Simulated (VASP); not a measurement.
Level of theory: AM05 GGA, VASP's PBE PAW potentials (set 64) (plane waves; VASP).

A VASP calculation is set up with these files.

POSCAR:
```
AlN
1
    1.5249933039    -2.6413658779     0.0000000000
    1.5249933039     2.6413658779     0.0000000000
    0.0000000000     0.0000000000     4.8810819758
Al N
2 2
Direct
  0.6666670000   0.3333330000   0.5000110523
  0.3333330000   0.6666670000   0.0000110523
  0.6666670000   0.3333330000   0.8819889477
  0.3333330000   0.6666670000   0.3819889477
```

KPOINTS:
```
Automatic mesh
0
Gamma
8 8 5
0 0 0
```

### INCAR
```
ALGO = Normal
EDIFF = 1E-7
EDIFFG = -0.01
ENCUT = 520
GGA = AM
IBRION = 2
ISIF = 4
ISMEAR = 0
LASPH = .TRUE.
LCHARG = .FALSE.
LREAL = .FALSE.
LWAVE = .FALSE.
NELM = 100
NSW = 30
PREC = Accurate
SIGMA = 0.05
SYSTEM = AlN
```

POTCAR, in this order: Al N (PBE.64 set). Program: vasp_std.

### Question
Predict the energy per atom (σ→0).

### Answer

The energy per atom (σ→0) comes out as -7.615 eV/atom.

**OSZICAR**
```
...
   4 F= -.30458217E+02 E0= -.30458217E+02  d E =0.589441E-04
       N       E                     dE             d eps       ncg     rms          rms(c)
DAV:   1    -0.304583777427E+02   -0.16062E-03   -0.30644E-02   720   0.162E+00    0.252E-02
DAV:   2    -0.304584038508E+02   -0.26108E-04   -0.42122E-04   844   0.181E-01    0.171E-02
DAV:   3    -0.304583939643E+02    0.98865E-05   -0.11415E-05   840   0.391E-02    0.710E-03
DAV:   4    -0.304583930666E+02    0.89761E-06   -0.98169E-06   832   0.277E-02    0.267E-03
DAV:   5    -0.304583930456E+02    0.21040E-07   -0.82772E-07   736   0.924E-03
   5 F= -.30458393E+02 E0= -.30458393E+02  d E =-.116934E-03
```

The compound is AlN in the wurtzite structure. This cell is one point of a volume scan, at 0.94 of the reference volume. Symmetry was kept, so distortions that lower it aren't found.
